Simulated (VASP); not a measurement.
```
Zn
1.0
    1.33231    -2.30764     0.00000
    1.33231     2.30764     0.00000
    0.00000     0.00000     4.95704
Zn
2
Direct
  0.33333   0.66667   0.25000
  0.66667   0.33333   0.75000
```

These are optB88-vdW, VASP's PBE PAW potentials (set 64) (plane waves; VASP) values and carry that method's errors. Run with 520 eV cut-off, 18×18×8 Γ-centred mesh, tetrahedra with Blöchl corrections, potentials Zn.

Question: Estimate the energy per atom (σ→0), band gap (on the k-mesh) with the smallest direct gap where there is one.

Answer: 
* **band gap (on the k-mesh)**: none (metal, semimetal or under 0.01 eV)
* **energy per atom (σ→0)**: 2095 meV/atom

The compound is Zn in the hcp structure. It was relaxed first.
